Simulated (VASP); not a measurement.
Input:

```yaml
crystal:
  lattice:
    - [1.84775, -2.75489, 0.00000]
    - [1.84775, 2.75489, 0.00000]
    - [0.00000, 0.00000, 10.91585]
  atoms:
    - { symbol: Tl, position: [0.50000, 0.50000, 0.75524] }
    - { symbol: Tl, position: [0.50000, 0.50000, 0.24476] }
    - { symbol: Tl, position: [0.00000, 0.00000, 0.50000] }
    - { symbol: In, position: [0.00000, 0.00000, 0.00000] }
```

Level of theory: PBEsol GGA with spin-orbit coupling, VASP's PBE PAW potentials (set 64) (plane waves; VASP). Numerical set-up: 400 eV cut-off, 9×9×3 Γ-centred mesh, Gaussian smearing of 0.050 eV, potentials Tl_d In_d.

Problem. Predict the energy per atom (σ→0), band gap (over mesh and band path) with the smallest direct gap where there is one.

Solution. 
```yaml
band gap (over mesh and band path): none (metal, semimetal or under 0.01 eV)
energy per atom (σ→0): -2.951 eV/atom
```

The absolute energy has meaning only against runs of the same code, potentials and settings.

The structure comes from a computed database's Tl3In entry (Cmmm); how it stands against other phases isn't given here. It was relaxed first.
